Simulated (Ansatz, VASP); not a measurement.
## Cross-check of CaGe4O9 between VASP and Ansatz

One calculation is typed for both programs; each brings its own data sets. How far apart do they land? The structure shown is frame 53 of Ansatz's trajectory.

Main program and level: Ansatz 0.2.0; plane waves, with VASP 6.6.1 beside it; single point at PBE.

### 1. Starting point

The cell holds 98 atoms: 28 Ge, 7 Ca and 63 O. Cell: a = 11.372 Å, b = 11.372 Å, c = 11.372 Å, α = 90.0°, β = 90.0°, γ = 90.0°. As first built, before any earlier steps moved the atoms (in the runner's words): 98 atoms (28 Ge, 7 Ca, 63 O) placed at random at 3.67 g/cm^3, melted at 4000 K for 10 ps at fixed volume with the Morse and Coulomb pair potential with partial charges (Pedone, Malavasi, Menziani, Cormack and Segre, J. Phys. Chem. B 110, 11780 (2006)). Quenched from 3000 K to 300 K at 50 K/ps and fixed volume, held 10 ps at zero pressure.

### 2. Ansatz: dynamics, PBE

Ansatz runs on its default PAW (the set named soft_2) files.

One frame of this run of dynamics is then solved in both programs, so the motion causes no difference.

File input.yaml:

```yaml
crystal:
  lattice:
    - [11.37166, 0.0, 0.0]
    - [0.0, 11.37166, 0.0]
    - [0.0, 0.0, 11.37166]
  atoms:
    - { symbol: Ge, position: [0.6315, 0.5028, 0.10094] }
    - { symbol: Ge, position: [0.35326, 0.94463, 0.58159] }
    - { symbol: Ge, position: [0.91063, 0.72426, 0.49835] }
    - { symbol: Ge, position: [0.31501, 0.40367, 0.79171] }
    - { symbol: Ge, position: [0.57662, 0.38782, 0.62906] }
    - { symbol: Ge, position: [0.51353, 0.99644, 0.08532] }
    - { symbol: Ge, position: [0.14033, 0.84258, 0.87153] }
    - { symbol: Ge, position: [0.95442, 0.74055, 0.06329] }
    - { symbol: Ge, position: [0.52589, 0.75609, 0.23288] }
    - { symbol: Ge, position: [0.2534, 0.65102, 0.68663] }
    - { symbol: Ge, position: [0.56192, 0.13749, 0.47989] }
    - { symbol: Ge, position: [0.28877, 0.59386, 0.25834] }
    - { symbol: Ge, position: [0.07336, 0.03704, 0.6678] }
    - { symbol: Ge, position: [0.79471, 0.02202, 0.59781] }
    - { symbol: Ge, position: [0.59298, 0.81704, 0.67582] }
    - { symbol: Ge, position: [0.1413, 0.29764, 0.57496] }
    - { symbol: Ge, position: [0.31319, 0.20021, 0.01706] }
    - { symbol: Ge, position: [0.63305, 0.23696, 0.22182] }
    - { symbol: Ge, position: [0.48009, 0.61724, 0.48503] }
    - { symbol: Ge, position: [0.05088, 0.47509, 0.149] }
    - { symbol: Ge, position: [0.79316, 0.86546, 0.28842] }
    - { symbol: Ge, position: [0.89508, 0.13908, 0.26759] }
    - { symbol: Ge, position: [0.71749, 0.83556, 0.92606] }
    - { symbol: Ge, position: [0.98724, 0.62253, 0.73793] }
    - { symbol: Ge, position: [0.92326, 0.43549, 0.4228] }
    - { symbol: Ge, position: [0.17046, 0.82251, 0.39686] }
    - { symbol: Ge, position: [0.03085, 0.2172, 0.01513] }
    - { symbol: Ge, position: [0.7906, 0.12156, 0.87212] }
    - { symbol: Ca, position: [0.55824, 0.33885, 0.89575] }
    - { symbol: Ca, position: [0.37449, 0.32597, 0.33546] }
[... 62 atom lines left out ...]
    - { symbol: O, position: [0.91992, 0.17248, 0.92697] }
    - { symbol: O, position: [0.34812, 0.31614, 0.91573] }
    - { symbol: O, position: [0.81887, 0.82091, 0.43063] }
    - { symbol: O, position: [0.46158, 0.88909, 0.67549] }
    - { symbol: O, position: [0.77709, 0.22995, 0.24412] }
    - { symbol: O, position: [0.5858, 0.10418, 0.15959] }
kpoints:
  mp_grid: { grid: [1, 1, 1] }
hamiltonian:
  xc: pbe
scf:
  occupations: { method: gaussian, width: 0.05 }
output:
  forces: true
md:
  timestep: 1.0
  n_steps: 160
  ensemble: nvt_langevin
  temperature: 900
  initial_velocities: maxwell_boltzmann
  seed: 6585
```

Launch:

```sh
> ansatz run input.yaml --threads 4 --pin off --max-ram 8192MiB --backend cpu --events-out ev --progress --plain --runs-dir out
```

Numbers of over 12 decimals in the logs are rounded to 6 here.

What it wrote:

```text
Warning: md: disabling space-group detection — thermal motion breaks the input geometry's symmetry, so no spatial operation reduces the k-mesh or symmetrises the density; time reversal is kept, so that k and −k are solved as one point where they differ and the mesh holds both, and exact exchange and, on two spinor components, a DFT+U term hold to it where the run has them: on two components no moment then forms, and  [...]
Engine: ansatz 0.2.0, aarch64-unknown-linux-gnu
Pseudopotentials: kind: paw
Pseudopotential: Ge, paw, valence charge 14, recommended cutoff 420 eV (normal), Ge.paw.azcp
Pseudopotential: Ca, paw, valence charge 10, recommended cutoff 420 eV (normal), Ca.paw.azcp
Pseudopotential: O, paw, valence charge 6, recommended cutoff 420 eV (normal), O.paw.azcp
Functional definition: PBE
  parameter kappa = 0.804
  parameter beta = 0.066725
  exchange = pbe_x(kappa = kappa, mu = beta*pi^2/3)
  correlation = pbe_c(beta = beta)
Crystal: 98 atoms, lattice volume = 1470.522 Å³
Basis set: ecut = 420 eV, 28671 PW (Γ), exchange–correlation on 160×160×160 points (8 copies of the dense FFT grid, shifted against one another)
Bands: 518, of which v1, the nominal top of the filled ones, is band 420 counted from 1 (419 counted from 0)
Symmetry: 1 space group operations
k-points: 1
Non-local potential: Ge, projectors of the file, l = 0: 2, l = 1: 2, l = 2: 3, l = 3: 1
Non-local potential: Ca, projectors of the file, l = 0: 3, l = 1: 2, l = 2: 2
Non-local potential: O, projectors of the file, l = 0: 2, l = 1: 2, l = 2: 1
PAW form: soft (Blöchl's): semilocal exchange-correlation on the pseudo side does not see the compensation charge
PAW one-centre angular grid: Ge, 590 points (default); XC on 64 Gauss nodes
PAW one-centre angular grid: Ca, 110 points (default); XC on 64 Gauss nodes
PAW one-centre angular grid: O, 110 points (default); XC on 64 Gauss nodes
Initial density: superposition of atomic densities (neutral atoms: chi_scale 0, normalization atom), corrected by the library's trained network
Initial wavefunctions: pseudopotential atomic-orbital guess
Functional: x = pbe(κ = 0.804, μ = 0.219515), c = pbe(β = 0.066725)
SCF iter   1: F=—  HF=-168728.848401 eV  |F-HF|=—  |Δ(HF+E_count)|=         —  Δρ=2.90e-3  dr2=1.66e-1  ethr=1.77e-3  ⟨swp⟩=6.0  Hψ=2035  notcnv=0  defer=77
preconditioner: auto → Resta (q_TF=auto, 2.485 Å⁻¹)  ε∞=2.9  [insulator: Δε(μ)=1.705 eV  Ē_g=20.135 eV  σ=0.050 eV  W_gap=1.00  n_scr=388 (ndim 8)  ℏωp=27.8 eV  f_vac=0.220  D(μ)=0.00/eV (n_scr^D=0)  ε∞_Penn≈2.9]
SCF iter   2: F=—  HF=-168728.841454 eV  |F-HF|=—  |Δ(HF+E_count)|=   6.95e-3  Δρ=1.64e-3  dr2=3.26e-2  ethr=1.97e-5  ⟨swp⟩=2.0  Hψ=872  notcnv=0  defer=90
SCF iter   3: F=—  HF=-168728.840870 eV  |F-HF|=—  |Δ(HF+E_count)|=   5.84e-4  Δρ=6.86e-4  dr2=1.02e-2  ethr=3.88e-6  ⟨swp⟩=2.0  Hψ=620  notcnv=0  defer=90
SCF iter   4: F=—  HF=-168728.841047 eV  |F-HF|=—  |Δ(HF+E_count)|=   1.76e-4  Δρ=2.42e-4  dr2=9.64e-4  ethr=1.21e-6  ⟨swp⟩=2.0  Hψ=618  notcnv=0  defer=90
SCF iter   5: F=—  HF=-168728.841091 eV  |F-HF|=—  |Δ(HF+E_count)|=   4.37e-5  Δρ=1.43e-4  dr2=2.98e-4  ethr=1.15e-7  ⟨swp⟩=2.0  Hψ=651  notcnv=0  defer=90
SCF iter   6: F=—  HF=-168728.841098 eV  |F-HF|=—  |Δ(HF+E_count)|=   7.31e-6  Δρ=4.64e-5  dr2=3.19e-5  ethr=3.55e-8  ⟨swp⟩=2.0  Hψ=651  notcnv=0  defer=90
SCF iter   7: F=—  HF=-168728.841568 eV  |F-HF|=—  |Δ(HF+E_count)|=   4.70e-4  Δρ=2.37e-5  dr2=7.60e-6  ethr=3.80e-9  ⟨swp⟩=2.0  Hψ=845  notcnv=0  defer=90
SCF iter   8: F=—  HF=-168728.841571 eV  |F-HF|=—  |Δ(HF+E_count)|=   2.98e-6  Δρ=7.63e-6  dr2=9.01e-7  ethr=9.04e-10  ⟨swp⟩=2.0  Hψ=628  notcnv=0  defer=90
SCF iter   9: F=—  HF=-168728.841571 eV  |F-HF|=—  |Δ(HF+E_count)|=   6.87e-7  Δρ=3.41e-6  dr2=1.84e-7  ethr=1.07e-10  ⟨swp⟩=2.0  Hψ=837  notcnv=0  defer=90
SCF iter  10: F=-168728.841571 eV  HF=-168728.841571 eV  |F-HF|=1.63e-8  |Δ(HF+E_count)|=   8.58e-8  Δρ=1.24e-6  dr2=2.36e-8  ethr=1.17e-11  ⟨swp⟩=4.0  Hψ=1499  notcnv=0
SCF 1 converged in 10 iterations: F = -168728.841571 eV  dr2 = 2.36e-8
  greatest PAW one-centre occupation: 0.999 electrons in one spin orbital (limit 2), on the Ge atom at site 6 (counted from 0), in its partial waves of l = 2
md step     0: t =     0.00 fs  T =   890.8 K  F+E_penalty+E_count = -168728.84157148 eV  E_kin = 11.284398 eV  (10 SCF iters)
[...]
md step   156: t =   156.00 fs  T =   834.3 K  F+E_penalty+E_count = -168729.44233549 eV  E_kin = 10.568387 eV  (7 SCF iters)
[...]
md step   157: t =   157.00 fs  T =   858.8 K  F+E_penalty+E_count = -168729.49697056 eV  E_kin = 10.878475 eV  (7 SCF iters)
[...]
md step   158: t =   158.00 fs  T =   851.0 K  F+E_penalty+E_count = -168729.58352775 eV  E_kin = 10.780348 eV  (7 SCF iters)
[...]
md step   159: t =   159.00 fs  T =   875.5 K  F+E_penalty+E_count = -168729.69708999 eV  E_kin = 11.090379 eV  (7 SCF iters)
[...]
md step   160: t =   160.00 fs  T =   892.8 K  F+E_penalty+E_count = -168729.82712708 eV  E_kin = 11.309808 eV  (9 SCF iters)
SCF converged after 9 iterations
Free energy (F): -168729.827127 eV
Harris-Foulkes:  -168729.827127 eV  (|F-HF|=1.32e-8)
Internal energy: -168729.827127 eV  (E = F + TS)
E sigma→0 (E₀):  -168729.827127 eV
Fermi energy:    5.271526 eV
--- Per-component energies (eV) ---
  E_band       = -7866.091926
  E_kinetic    = 16068.631471
  E_local      = -115576.984575  (includes V_loc(G=0)·N_el)
  E_nonlocal   = 15367.536634
  E_hartree    = 48440.339426
  E_xc         = -7674.394974
  E_vxc        = -8878.405028  (∫ρ·V_xc dr)
  E_paw        = -72687.926821  (= ΣΔE_a)
  E_vpaw       = -11727.708903  (= ΣTr[D̂ρ^β])
  E_aug_tail   = 0.161404  (compensation charges beyond the density's cutoff)
  E_ewald      = -52667.189693
  E_smearing   = -0.000000  (= −TS)
  E_closure    = -0.000000  (closes the sum)
  Σ components = -168729.827127   (vs F -168729.827127, Δ=0.00e0)
--- Forces (eV/Å), atoms counted from 1 ---
  atom   1  Ge    -2.87023356    -0.37289017     1.32314717
  atom   2  Ge    -1.07670025    -0.51948735     0.51046473
  atom   3  Ge    -2.16554399    -0.96471567     1.98537546
  atom   4  Ge    -0.47254896     1.51115457     0.71672007
  atom   5  Ge    -0.74291929     1.21582540    -0.26824513
  atom   6  Ge    -1.09499140    -2.26289054     0.31200484
  atom   7  Ge     2.09204018     1.34552359    -1.69771213
  atom   8  Ge    -1.88980821    -1.48679652    -0.34757829
  atom   9  Ge     1.13638980     0.53348021    -0.34017404
  atom  10  Ge    -0.58610708     0.58754966     0.87823835
  atom  11  Ge    -0.01596649     1.51669114    -1.03395150
  atom  12  Ge     2.11272434    -0.02000918     1.96900319
  atom  13  Ge     0.07279647    -0.25428869    -1.97973555
  atom  14  Ge     2.87812922     2.72053505    -1.16305165
  atom  15  Ge    -0.85569994    -1.81333159    -1.07090525
  atom  16  Ge     0.72390262    -0.93171173    -2.14140532
  atom  17  Ge     1.31023650     0.22395497     2.11393137
  atom  18  Ge     0.07032036     2.87432903     1.74532644
  atom  19  Ge    -0.98796355    -2.86754546     1.51487670
  atom  20  Ge    -1.43717578     2.22176114    -0.18884079
  atom  21  Ge    -1.78177120    -1.83796447     3.20831043
  atom  22  Ge    -3.86444764    -0.34662571    -1.35184372
  atom  23  Ge     4.71019187     0.34821270    -1.63607249
  atom  24  Ge     0.24998906    -1.28153415     1.71115646
[...]
atom  91  O      1.53310634    -0.43026968     3.10660170
  atom  92  O      0.35707348     2.67803838     1.23549108
  atom  93  O      1.97066694     0.48122158     0.41238258
  atom  94  O      0.19364298    -0.61678329     1.03650897
  atom  95  O      1.58716256     0.53913958    -1.72798513
  atom  96  O     -0.48834711     0.25613708    -1.73084641
  atom  97  O     -0.43589212    -0.10156388    -0.32530073
  atom  98  O     -0.06551191    -0.82720770    -0.67179184
  max |Σ_I F_I| component: 6.22e-5 eV/Å
--- MD trajectory: 160 steps, t = 0.0 → 160.0 fs ---
  final state: T = 892.8 K   F+E_penalty+E_count = -168729.82712708 eV   E_kin = 11.309808 eV
```

The column dr2 measures how far the density is from self-consistency, as an energy; F and HF (Harris–Foulkes) agree once it is small.

### 3. VASP: single point, PBE

The same cell, functional, mesh and smearing now go to VASP, with its own data sets.

Lines of VASP's logs that name or quote its potential files are left out, and so is its time.

File INCAR:

```
SYSTEM = CaGe4O9
PREC = Accurate
ENCUT = 520
EDIFF = 1E-06
NELM = 120
ISMEAR = 0
SIGMA = 0.05
LREAL = Auto
ALGO = Normal
GGA = PE
NBANDS = 488
LORBIT = 11
LWAVE = .FALSE.
LCHARG = .FALSE.
ISIF = 2
LASPH = .TRUE.
GGA_COMPAT = .FALSE.
EFERMI = MIDGAP
NCORE = 2
```

File POSCAR:

```
CaGe4O9
1.0
   11.3716600000      0.0000000000      0.0000000000
    0.0000000000     11.3716600000      0.0000000000
    0.0000000000      0.0000000000     11.3716600000
Ge Ca O
28 7 63
Direct
    0.6438110179      0.5149468064      0.0968811941
    0.3509601940      0.9464581248      0.5861765125
    0.9178607169      0.7387839594      0.5014659249
    0.3097261086      0.3965911749      0.8006746596
    0.5722031788      0.3905762219      0.6288879548
    0.5254905616      0.0064757476      0.0860032748
    0.1233592985      0.8291225731      0.8799155093
    0.9454556327      0.7431456797      0.0796981267
    0.5186841675      0.7469885663      0.2317691524
    0.2444849740      0.6464051862      0.6971277720
    0.5691957023      0.1297611782      0.4852501746
    0.2965354223      0.5870470978      0.2426470718
    0.0812194526      0.0235673596      0.6734724746
    0.8001997949      0.0376198374      0.5943195628
    0.5866513772      0.8121593505      0.6677828919
    0.1402082018      0.2834590552      0.5717107265
    0.3019172223      0.1821018215      0.0468533178
    0.6360021316      0.2341258884      0.2092922229
    0.4786812128      0.6150817031      0.4915992916
    0.0487000139      0.4773621441      0.1649627231
    0.7957941057      0.8558293160      0.2815156274
    0.8888763822      0.1419757538      0.2718424575
    0.7195695263      0.8436059467      0.9337071281
    0.9897763387      0.6338476528      0.7351697114
    0.9141585309      0.4360489146      0.4287148930
    0.1901129650      0.8247608529      0.4020960880
    0.0258361576      0.2275657204      0.0121090500
    0.7896560397      0.1148820841      0.8736719177
    0.5658892369      0.3223188171      0.9022253567
    0.3740087199      0.3412694365      0.3192761655
[... 62 atom lines left out ...]
    0.9209033685      0.2107080233      0.8839782406
    0.3446726335      0.3012049252      0.9333377889
    0.8085363087      0.8247256777      0.4370777881
    0.4485888604      0.8751580684      0.6906467481
    0.7855933083      0.2633916244      0.2438518211
    0.6462820732      0.0967844624      0.1426792570
```

File KPOINTS:

```
Automatic mesh
0
Gamma
1 1 1
0 0 0
```

The projector-augmented-wave data sets are Ge_d, Ca_sv and O (PBE family, release 64).

Launch:

```sh
> mpirun -np 8 vasp_gam
```

What it wrote:

```text
[banner, memory and clock lines left out]
running    8 mpi-ranks, on    1 nodes
[...]
LDA part: xc-table for (Slater+PW92), standard interpolation
 POSCAR, INCAR and KPOINTS ok, starting setup
[...]
entering main loop
       N       E                     dE             d eps       ncg     rms          rms(c)
DAV:   1     0.278999860543E+05    0.27900E+05   -0.27376E+05  1224   0.441E+03
DAV:   2     0.670113342622E+04   -0.21199E+05   -0.20077E+05   976   0.128E+03
DAV:   3     0.562342527470E+03   -0.61388E+04   -0.57074E+04  1024   0.412E+02
DAV:   4    -0.626028416556E+03   -0.11884E+04   -0.11567E+04  1160   0.189E+02
[...]
DAV:  18    -0.612988955037E+03    0.42739E-06   -0.39296E-05  1344   0.251E-02    0.693E-03
DAV:  19    -0.612988953516E+03    0.15201E-05   -0.13669E-05  1136   0.184E-02    0.325E-03
DAV:  20    -0.612988953719E+03   -0.20227E-06   -0.90916E-06  1048   0.971E-03
   1 F= -.61298895E+03 E0= -.61298895E+03  d E =-.187109E-91
```

Parts of OUTCAR (step 3):

```text
  FREE ENERGIE OF THE ION-ELECTRON SYSTEM (eV)
  ---------------------------------------------------
  free  energy   TOTEN  =      -612.9889537187 eV

  energy  without entropy=     -612.9889537187  energy(sigma->0) =     -612.98895372
```

The run ends at a pressure of -3.61 GPa, with forces up to 4.4 eV/Å.

### 4. Comparison

Known differences besides the potentials themselves: the cutoff is 420 eV in Ansatz and 520 eV in VASP (PREC = Accurate, projectors in real space). Total energies have different zeros and are not compared.

Forces on 9 of the 98 atoms, those with the largest forces and the largest differences (eV/Å; atoms numbered as in POSCAR):

| atom | Ansatz x, y, z | VASP x, y, z |
| --- | --- | --- |
| Ge5 | -2.341, -3.020, -0.730 | -2.268, -2.982, -0.695 |
| Ge12 | -0.790, 1.640, 3.751 | -0.774, 1.637, 3.719 |
| Ge14 | 0.407, -2.489, 2.155 | 0.382, -2.483, 2.120 |
| Ge23 | -2.419, 2.337, -1.157 | -2.395, 2.305, -1.131 |
| Ge26 | -1.732, -3.202, 0.879 | -1.716, -3.124, 0.850 |
| O62 | -1.286, 2.475, -1.962 | -1.279, 2.433, -1.904 |
| O64 | 0.250, 0.900, -1.915 | 0.262, 0.774, -1.840 |
| O83 | 3.519, 0.527, 2.839 | 3.446, 0.535, 2.758 |
| O89 | -0.295, -0.242, -1.393 | -0.235, -0.284, -1.343 |

The forces differ by 24 meV/Å r.m.s., which is 2.1 % of the r.m.s. force of 1.125 eV/Å (both taken over all components).

### 5. Summary of results

```
r.m.s. force difference (single point, PBE) : 2.1 % of the r.m.s. force
```

In words: The r.m.s. force difference is 2.1 % of the r.m.s. force (single point, PBE), within the 3 % picked in this series as the mark of a large difference. 2 further runs of this series are not shown here. Such differences can come from data sets, numerical settings and the points named under the comparisons, not from the functional's error against experiment.

[Lines on the potential files, build, host, timing and source positions are cut from VASP's logs without a mark.]

[Logs are printed without paths, hosts, clocks, repeated set-up lines and the standing remarks that a program may print on its own settings, such as how far it seeks lower states.]

[Hosts, paths, dates, database ids (printed as entryN), source tags and the programs' standing remarks are cut or masked in the printed files.]
